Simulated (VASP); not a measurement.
Data:

```
CELL_PARAMETERS angstrom
      4.43720     0.00000     0.00000
     -2.21860     3.84273     0.00000
      0.00000     0.00000    32.22729
ATOMIC_POSITIONS crystal
  Bi 0.33333 0.66667 0.26667
  Bi 0.33333 0.66667 0.06667
  Bi 0.00000 0.00000 0.60000
  Bi 0.00000 0.00000 0.40000
  Bi 0.66667 0.33333 0.93333
  Bi 0.66667 0.33333 0.73333
  Te 0.00000 0.00000 0.00000
  Te 0.66667 0.33333 0.12333
  Te 0.00000 0.00000 0.21000
  Te 0.66667 0.33333 0.33333
  Te 0.33333 0.66667 0.45667
  Te 0.66667 0.33333 0.54333
  Te 0.33333 0.66667 0.66667
  Te 0.00000 0.00000 0.79000
  Te 0.33333 0.66667 0.87667
```

Calculation: PBE GGA, VASP's PBE PAW potentials (set 64) (plane waves; VASP). Run with PREC = Normal, EDIFF = 1E-5, 400 eV cut-off, 8×8×1 Γ-centred mesh, Gaussian smearing of 0.050 eV, potentials Bi_d Te.

Without a dispersion term in the relaxation, distances and binding between the weakly bound layers, chains or molecules are unreliable, and so is what depends on them.

Q: The ions are relaxed. What does this cell relax into?

A: 
```
CELL_PARAMETERS angstrom
      4.43720     0.00000     0.00000
     -2.21860     3.84273     0.00000
      0.00000     0.00000    32.22729
ATOMIC_POSITIONS crystal
  Bi 0.33333 0.66667 0.26934
  Bi 0.33333 0.66667 0.06400
  Bi 0.00000 0.00000 0.60267
  Bi 0.00000 0.00000 0.39733
  Bi 0.66667 0.33333 0.93600
  Bi 0.66667 0.33333 0.73066
  Te 0.00000 0.00000 0.00000
  Te 0.66667 0.33333 0.11750
  Te 0.00000 0.00000 0.21584
  Te 0.66667 0.33333 0.33333
  Te 0.33333 0.66667 0.45083
  Te 0.66667 0.33333 0.54917
  Te 0.33333 0.66667 0.66667
  Te 0.00000 0.00000 0.78416
  Te 0.33333 0.66667 0.88250
```
Space group R-3m (166), at a tolerance of 0.03 Å.

Q: How much energy does the relaxation gain?

A: The energy (σ→0) changes by -17.6 meV/atom, in 8 ionic steps.

| step | E(σ→0) (eV) | max force (eV/Å) | pressure (GPa) | volume (Å³) |
|---|---|---|---|---|
| 1 | -54.9385 | 0.534 | -1.74 | 549.51 |
| 2 | -55.0134 | 0.378 | -1.43 | 549.51 |
| 3 | -55.0636 | 0.277 | -0.92 | 549.51 |
| 4 | -55.0641 | 0.311 | -0.85 | 549.51 |
| 5 | -55.1016 | 0.260 | -0.75 | 549.51 |
| 6 | -55.1791 | 0.131 | -0.38 | 549.51 |
| 7 | -55.1674 | 0.146 | 0.56 | 549.51 |
| 8 | -55.2021 | 0.023 | 0.00 | 549.51 |

The compound is Bi2Te3 in the tetradymite structure. This run relaxes the ions in a fixed cell. Symmetry was kept, so distortions that lower it aren't found.
